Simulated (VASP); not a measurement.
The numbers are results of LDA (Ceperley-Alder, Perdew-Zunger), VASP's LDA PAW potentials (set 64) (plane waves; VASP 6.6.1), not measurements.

VASP input:

### KPOINTS
```
Automatic mesh
0
Gamma
11 11 11
0 0 0
```

### POSCAR
```
Ba
1
   -2.3637349807     2.3637349807     2.3637349807
    2.3637349807    -2.3637349807     2.3637349807
    2.3637349807     2.3637349807    -2.3637349807
Ba
1
Direct
  0.0000000000   0.0000000000   0.0000000000
```

### INCAR
```
SYSTEM = Ba
PREC = Accurate
ENCUT = 520
EDIFF = 1E-7
NELM = 100
ALGO = Normal
LREAL = .FALSE.
LASPH = .TRUE.
ISMEAR = 1
SIGMA = 0.1
LMAXMIX = 4
LWAVE = .FALSE.
LCHARG = .FALSE.
ISIF = 2
```

POTCAR, in this order: Ba_sv (LDA.64 set). Program: vasp_std.

Unless said otherwise, spin-orbit coupling is left out, though it shifts the bands of the heavy elements here.

Predict the energy per atom (σ→0), band gap (on the k-mesh).

energy per atom (σ→0): -2.251 eV/atom
band gap (on the k-mesh): none (metal, semimetal or under 0.01 eV)

OSZICAR:
```
...
DAV:   5    -0.226329860533E+01   -0.54020E-03   -0.54016E-03  1335   0.322E-01    0.211E+00
DAV:   6    -0.225494422725E+01    0.83544E-02   -0.57210E-03  1362   0.768E-01    0.123E+00
DAV:   7    -0.225038038166E+01    0.45638E-02   -0.96986E-03  1470   0.970E-01    0.616E-02
DAV:   8    -0.225041891437E+01   -0.38533E-04   -0.16755E-04  1384   0.904E-02    0.837E-03
DAV:   9    -0.225042079225E+01   -0.18779E-05   -0.55025E-06  1426   0.115E-02    0.298E-03
DAV:  10    -0.225042039034E+01    0.40191E-06   -0.70116E-07  1205   0.551E-03    0.105E-03
DAV:  11    -0.225042039557E+01   -0.52266E-08   -0.55145E-09   646   0.587E-04
   1 F= -.22504204E+01 E0= -.22510654E+01  d E =0.193515E-02
```

The compound is Ba in the bcc structure. This cell is one point of a volume scan, at 0.97 of the reference volume.
